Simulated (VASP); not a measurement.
An input for Quantum ESPRESSO's pw.x (written as the equivalent of a VASP run, and not itself run):

```
&CONTROL
  calculation = 'vc-relax'
  pseudo_dir = './pseudo'
  outdir = './out'
  tprnfor = .true.
  tstress = .true.
  nstep = 40
  forc_conv_thr = 0.00078
/
&SYSTEM
  ibrav = 0
  nat = 4
  ntyp = 2
  ecutwfc = 84
  occupations = 'smearing'
  smearing = 'gaussian'
  degauss = 0.003675
  input_dft = 'pbesol'
/
&ELECTRONS
  conv_thr = 7.3e-08
  electron_maxstep = 100
/
&IONS
/
&CELL
  press = 200
/
ATOMIC_SPECIES
  Zn 65.380 Zn.upf
  S 32.060 S.upf
CELL_PARAMETERS angstrom
     1.8277777   -3.1658037    0.0000000
     1.8277777    3.1658037    0.0000000
     0.0000000    0.0000000    6.0120863
ATOMIC_POSITIONS crystal
  Zn   0.6666670  0.3333330  0.5007765
  Zn   0.3333330  0.6666670  0.0007765
  S    0.6666670  0.3333330  0.8742235
  S    0.3333330  0.6666670  0.3742235
K_POINTS automatic
  7 7 4 0 0 0
```

Q: Translate this input to VASP (INCAR, KPOINTS, POSCAR, choice of POTCAR).

A: This is not unique; one that fits is 
INCAR:
```
! general
SYSTEM =ZnS
PREC   =Accurate
ENCUT  =500
LREAL  =.False.
LASPH  =.True.

! electronic loop
EDIFF  =1E-6
NELM   =100
ALGO   =Normal
LMAXMIX=4

! smearing
ISMEAR =0
SIGMA  =0.05

! functional
GGA    =PS

! ions
IBRION =2
NSW    =40
ISIF   =3
EDIFFG =-0.02
PSTRESS=200

! output
LWAVE  =.False.
LCHARG =.False.
```

**KPOINTS**
```
Automatic mesh
0
Gamma
7 7 4
0 0 0
```

File POSCAR:
```
ZnS
1
    1.8277776590    -3.1658037191     0.0000000000
    1.8277776590     3.1658037191     0.0000000000
    0.0000000000     0.0000000000     6.0120863457
Zn S
2 2
Direct
  0.6666670000   0.3333330000   0.5007764619
  0.3333330000   0.6666670000   0.0007764619
  0.6666670000   0.3333330000   0.8742235381
  0.3333330000   0.6666670000   0.3742235381
```

POTCAR, in this order: Zn S (PBE.64 set). Program: vasp_std.

What does not carry over: the potentials are each code's own (VASP's PAW set, PseudoDojo norm-conserving files in pw.x), so ENCUT and ecutwfc are chosen apart and not converted; conv_thr bounds pw.x's estimated SCF error, while EDIFF bounds the energy change between steps; forc_conv_thr acts on force components and is met together with etot_conv_thr.

The compound is ZnS in the wurtzite structure, the high-temperature form. This run relaxes it under an external pressure of 20 GPa. Symmetry was kept, so distortions that lower it aren't found.
